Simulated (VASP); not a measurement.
Method: G0W0 on PBE orbitals, VASP's PBE PAW potentials (set 64) (plane waves; VASP).

VASP ran on this input.

### KPOINTS
```
Automatic mesh
0
gamma
4 4 4
```

### POSCAR
```
MgSe
1
    0.0000000000     2.7300000000     2.7300000000
    2.7300000000     0.0000000000     2.7300000000
    2.7300000000     2.7300000000     0.0000000000
Mg Se
1 1
Direct
  0.0000000000   0.0000000000   0.0000000000
  0.5000000000   0.5000000000   0.5000000000
```

**INCAR**
```
LASPH = .TRUE.
PREC = Normal
NOMEGA = 64
ISMEAR = 0   ! Gaussian
ALGO = EVGW0
SIGMA = 0.01   ! width (eV)
ENCUTGW = 150
NELMGW = 1
SYSTEM = MgSe
LSPECTRALGW = .TRUE.
NBANDS = 64
ENCUT = 500   ! plane-wave cut-off (eV)
GGA = PE   ! PBE
LCHARG = .FALSE.
LWAVE = .FALSE.
LREAL = .FALSE.
NBANDSGW = 16
```

POTCAR, in this order: Mg_sv_GW Se_GW (PBE.64 set). Program: vasp_std. Read from the step before: WAVECAR, WAVEDER.

What VASP printed:

OSZICAR:
```
energies w=
    0.000    0.000    0.820    0.000    1.638    0.000    2.453    0.000
    3.262    0.000    4.065    0.000    4.860    0.000    5.646    0.000
    6.423    0.000    7.189    0.000    7.945    0.000    8.691    0.000
    9.427    0.000   10.153    0.000   10.869    0.000   11.578    0.000
   12.279    0.000   12.973    0.000   13.662    0.000   14.347    0.000
   15.028    0.000   15.708    0.000   16.388    0.000   17.069    0.000
   17.753    0.000   18.441    0.000   19.136    0.000   19.838    0.000
   20.551    0.000   21.276    0.000   22.016    0.000   22.772    0.000
   23.549    0.000   24.349    0.000   25.174    0.000   26.030    0.000
   26.920    0.000   27.849    0.000   28.822    0.000   29.846    0.000
   30.927    0.000   32.073    0.000   33.293    0.000   34.600    0.000
   36.005    0.000   37.524    0.000   39.174    0.000   40.980    0.000
   42.966    0.000   45.166    0.000   47.622    0.000   50.385    0.000
   53.521    0.000   57.115    0.000   61.281    0.000   66.170    0.000
   71.991    0.000   79.041    0.000   87.753    0.000   98.788    0.000
  113.209    0.000  132.832    0.000  161.048    0.000  204.997    0.000
NQ=   1    0.0000    0.0000    0.0000,
 performed         73000 updates of chi_q(r,r)
NQ=   2    0.2500    0.0000    0.0000,
 performed        220000 updates of chi_q(r,r)
NQ=   3    0.5000    0.0000    0.0000,
 performed        330000 updates of chi_q(r,r)
NQ=   4    0.2500    0.2500    0.0000,
 performed        463000 updates of chi_q(r,r)
NQ=   5    0.5000    0.2500    0.0000,
 performed        643000 updates of chi_q(r,r)
NQ=   6   -0.2500    0.2500    0.0000,
 performed        802000 updates of chi_q(r,r)
NQ=   7    0.5000    0.5000    0.0000,
 performed        904000 updates of chi_q(r,r)
NQ=   8   -0.2500    0.5000    0.2500,
 performed       1039000 updates of chi_q(r,r)
 resolving degeneracies of screened two electron integrals
```

File OUTCAR:
```


 k-point   1 :       0.0000    0.0000    0.0000
  band No.  KS-energies  QP-energies   sigma(KS)   V_xc(KS)     V^pw_x(r,r')   Z            occupation Imag(sigma)

      1     -71.9130     -82.6077     -48.5095     -33.7315     -56.4691       0.7237       2.0000       0.7754
      2     -38.6695     -44.7807     -41.3565     -33.1153     -48.6185       0.7415       2.0000       0.4879
      3     -38.6695     -44.7807     -41.3565     -33.1153     -48.6185       0.7415       2.0000       0.4879
      4     -38.6695     -44.7807     -41.3565     -33.1153     -48.6185       0.7415       2.0000       0.4879
      5      -9.4233     -10.3041     -13.3903     -12.1618     -19.8360       0.7170       2.0000       1.7486
      6       3.4914       2.8328     -13.1486     -12.3010     -14.9599       0.7771       2.0000       0.2261
      7       3.4914       2.8328     -13.1486     -12.3010     -14.9599       0.7771       2.0000       0.2261
      8       3.4914       2.8328     -13.1486     -12.3010     -14.9599       0.7771       2.0000       0.2261
      9       6.0343       6.7258      -9.6016     -10.4690      -6.0178       0.7973       0.0000      -0.2322
     10      10.8799      11.3478      -8.0957      -8.6872      -3.9435       0.7911       0.0000      -0.3224
     11      10.8799      11.3478      -8.0957      -8.6872      -3.9435       0.7911       0.0000      -0.3224
     12      10.8799      11.3478      -8.0957      -8.6872      -3.9435       0.7911       0.0000      -0.3224
     13      13.4286      14.0701      -8.8228      -9.6427      -4.2874       0.7824       0.0000      -0.4457
     14      13.4286      14.0701      -8.8228      -9.6427      -4.2874       0.7824       0.0000      -0.4457
     15      14.4388      14.6354      -6.8889      -7.1406      -1.8417       0.7809       0.0000      -0.5832
     16      14.6979      15.3143      -9.2453     -10.0369      -3.8166       0.7786       0.0000      -0.7900

 k-point   2 :       0.2500    0.0000    0.0000
  band No.  KS-energies  QP-energies   sigma(KS)   V_xc(KS)     V^pw_x(r,r')   Z            occupation Imag(sigma)

      1     -71.9123     -82.7617     -48.5095     -33.7313     -56.4688       0.7342       2.0000       0.7752
      2     -38.6702     -44.7745     -41.3552     -33.1131     -48.6166       0.7406       2.0000       0.4881
      3     -38.6702     -44.7745     -41.3552     -33.1131     -48.6166       0.7406       2.0000       0.4881
      4     -38.6702     -44.7745     -41.3552     -33.1131     -48.6166       0.7406       2.0000       0.4881
      5      -8.9344      -9.7557     -13.5492     -12.4119     -19.8760       0.7222       2.0000       1.6588
      6       0.4792      -0.3405     -12.0847     -11.0091     -14.4537       0.7622       2.0000       0.3472
      7       3.1732       2.4832     -12.9533     -12.0637     -14.8128       0.7757       2.0000       0.2344
      8       3.1732       2.4832     -12.9533     -12.0637     -14.8128       0.7757       2.0000       0.2344
      9       7.5781       8.1507      -9.0235      -9.7428      -5.2820       0.7960       0.0000      -0.2571
     10      10.5381      11.1022      -8.8505      -9.5673      -4.6394       0.7870       0.0000      -0.3443
     11      10.5381      11.1022      -8.8505      -9.5673      -4.6394       0.7870       0.0000      -0.3443
     12      11.2230      11.8952      -9.5891     -10.4512      -5.2383       0.7797       0.0000      -0.3860
     13      13.0416      13.5893      -8.4853      -9.1842      -3.8656       0.7835       0.0000      -0.4541
     14      13.0416      13.5893      -8.4853      -9.1842      -3.8656       0.7835       0.0000      -0.4541
     15      13.4565      13.9635      -8.4362      -9.0898      -3.2708       0.7757       0.0000      -0.6019
     16      18.9461      19.3335      -7.4651      -7.9557      -2.0722       0.7898       0.0000      -0.9034

 k-point   3 :       0.5000    0.0000    0.0000
  band No.  KS-energies  QP-energies   sigma(KS)   V_xc(KS)     V^pw_x(r,r')   Z            occupation Imag(sigma)

      1     -71.9139     -82.6038     -48.5103     -33.7326     -56.4700       0.7234       2.0000       0.7751
      2     -38.6728     -44.6941     -41.3511     -33.1048     -48.6104       0.7302       2.0000       0.4894
      3     -38.6699     -44.7794     -41.3555     -33.1142     -48.6171       0.7413       2.0000       0.4877
      4     -38.6699     -44.7794     -41.3555     -33.1142     -48.6171       0.7413       2.0000       0.4877
      5      -8.3029      -9.0277     -13.8505     -12.8428     -20.0224       0.7194       2.0000       1.5294
      6      -1.4479      -2.4408     -11.6349     -10.3080     -14.7145       0.7483       2.0000       0.5191
      7       2.9108       2.1917     -12.8341     -11.9053     -14.7607       0.7743       2.0000       0.2438
      8       2.9108       2.1917     -12.8341     -11.9053     -14.7607       0.7743       2.0000       0.2438
      9       7.2914       7.7705      -8.5356      -9.1346      -4.8526       0.7999       0.0000      -0.2489
     10       9.5678      10.1250      -8.9852      -9.6911      -4.9457       0.7893       0.0000      -0.3111
     11       9.5678      10.1250      -8.9852      -9.6911      -4.9457       0.7893       0.0000      -0.3111
     12      12.0669      12.7629      -9.6084     -10.5103      -4.5686       0.7717       0.0000      -0.5403
     13      14.8919      15.5030      -8.9584      -9.7539      -3.7842       0.7683       0.0000      -0.6507
     14      17.3272      17.8328      -7.9737      -8.6203      -2.4964       0.7820       0.0000      -0.8595
     15      17.3272      17.8328      -7.9737      -8.6203      -2.4964       0.7820       0.0000      -0.8595
     16      17.7132      18.4198      -9.2779     -10.1797      -4.0968       0.7835       0.0000      -0.7571

 k-point   4 :       0.2500    0.2500    0.0000
  band No.  KS-energies  QP-energies   sigma(KS)   V_xc(KS)     V^pw_x(r,r')   Z            occupation Imag(sigma)

      1     -71.9124     -82.7331     -48.5095     -33.7315     -56.4688       0.7322       2.0000       0.7752
      2     -38.6704     -44.7600     -41.3548     -33.1124     -48.6164       0.7388       2.0000       0.4882
      3     -38.6704     -44.7600     -41.3548     -33.1124     -48.6164       0.7388       2.0000       0.4882
      4     -38.6704     -44.7600     -41.3548     -33.1124     -48.6164       0.7388       2.0000       0.4882
      5      -8.7816      -9.5804     -13.5902     -12.4850     -19.8799       0.7228       2.0000       1.6314
      6       0.7528      -0.0306     -12.1234     -11.0978     -14.3851       0.7639       2.0000       0.3268
      7       2.4549       1.7011     -12.7019     -11.7248     -14.7002       0.7715       2.0000       0.2577
      8       2.4549       1.7011     -12.7019     -11.7248     -14.7002       0.7715       2.0000       0.2577
      9       7.5139       8.0995      -9.5451     -10.2845      -5.8001       0.7920       0.0000      -0.2648
     10       8.5892       8.9333      -7.7358      -8.1665      -3.8735       0.7991       0.0000      -0.2711
     11      10.8799      11.6047      -9.6908     -10.6222      -5.3440       0.7782       0.0000      -0.3779
     12      13.0582      13.6887      -9.0825      -9.8921      -4.4324       0.7788       0.0000      -0.4692
     13      13.0582      13.6887      -9.0825      -9.8921      -4.4324       0.7788       0.0000      -0.4692
     14      14.4256      15.0949      -8.9249      -9.7804      -4.1987       0.7824       0.0000      -0.5223
     15      16.8600      17.5010      -8.6787      -9.4999      -3.2143       0.7806       0.0000      -0.8466
     16      16.8600      17.5010      -8.6787      -9.4999      -3.2143       0.7806       0.0000      -0.8466

 k-point   5 :       0.5000    0.2500    0.0000
  band No.  KS-energies  QP-energies   sigma(KS)   V_xc(KS)     V^pw_x(r,r')   Z            occupation Imag(sigma)

      1     -71.9127     -82.6954     -48.5098     -33.7319     -56.4691       0.7297       2.0000       0.7751
      2     -38.6711     -44.7404     -41.3536     -33.1103     -48.6148       0.7363       2.0000       0.4886
      3     -38.6711     -44.7404     -41.3536     -33.1103     -48.6148       0.7363       2.0000       0.4886
      4     -38.6711     -44.7404     -41.3536     -33.1103     -48.6148       0.7363       2.0000       0.4886
      5      -8.1606      -8.8641     -13.8756     -12.8999     -20.0104       0.7211       2.0000       1.5025
      6      -0.6695      -1.6124     -11.7811     -10.5285     -14.5807       0.7528       2.0000       0.4408
      7       1.1908       0.3621     -12.0945     -11.0126     -14.2949       0.7660       2.0000       0.3068
      8       2.2271       1.4523     -12.6243     -11.6191     -14.6813       0.7708       2.0000       0.2666
      9       6.9944       7.4960      -9.0782      -9.7088      -5.4061       0.7954       0.0000      -0.2515
     10       9.7658      10.2841      -9.0221      -9.6796      -5.0373       0.7883       0.0000      -0.3089
     11      11.5855      12.1966      -8.9175      -9.6997      -4.4547       0.7813       0.0000      -0.4014
     12      11.6970      12.3460      -9.3027     -10.1346      -4.8479       0.7802       0.0000      -0.4106
     13      15.0067      15.8170      -9.9157     -10.9699      -4.5784       0.7687       0.0000      -0.7300
     14      17.2410      17.7571      -8.0282      -8.6872      -2.6213       0.7830       0.0000      -0.8277
     15      17.5975      18.1860      -8.4883      -9.2399      -3.1956       0.7830       0.0000      -0.7924
     16      18.6894      19.3964      -8.8955      -9.7960      -3.4268       0.7851       0.0000      -0.9272

 k-point   6 :      -0.2500    0.2500    0.0000
  band No.  KS-energies  QP-energies   sigma(KS)   V_xc(KS)     V^pw_x(r,r')   Z            occupation Imag(sigma)

      1     -71.9125     -82.7240     -48.5098     -33.7317     -56.4690       0.7316       2.0000       0.7751
      2     -38.6708     -44.7558     -41.3540     -33.1110     -48.6151       0.7382       2.0000       0.4884
      3     -38.6708     -44.7558     -41.3540     -33.1110     -48.6151       0.7382       2.0000       0.4884
      4     -38.6708     -44.7558     -41.3540     -33.1110     -48.6151       0.7382       2.0000       0.4884
      5      -8.3605      -9.0954     -13.7859     -12.7657     -19.9720       0.7204       2.0000       1.5444
...
```
(Selected blocks of OUTCAR.)

The mesh is coarse and the basis finite, so the quasiparticle values are not converged. VASP warned that its frequency grid is unfit for quasiparticle energies.

The compound is MgSe in the rock salt structure. The cell was not relaxed at this level. The k-mesh is coarse (spacing up to 0.50 per Å, 2π included), so the numbers may not be converged in it.
